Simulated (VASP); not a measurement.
```
Cd
1.0
    1.42969    -2.47630     0.00000
    1.42969     2.47630     0.00000
    0.00000     0.00000     4.77037
Cd
2
Cartesian
  1.42969   0.82544   1.19259
  1.42969  -0.82544   3.57778
```

The numbers are results of PBE GGA, VASP's PBE PAW potentials (set 64) (plane waves; VASP), not measurements. Settings: 480 eV cut-off, 14×14×6 Γ-centred mesh, first-order Methfessel-Paxton smearing of 0.10 eV, potentials Cd.

Problem. Estimate the energy per atom (σ→0), pressure, band gap (on the k-mesh) with the smallest direct gap where there is one.

Solution. 
```yaml
band gap (on the k-mesh): none (metal, semimetal or under 0.01 eV)
energy per atom (σ→0): -0.347 eV/atom
pressure: 29.97 GPa
```

The absolute energy has meaning only against runs of the same code, potentials and settings.

The compound is Cd in the hcp structure. It was relaxed first under an external pressure of 30 GPa.
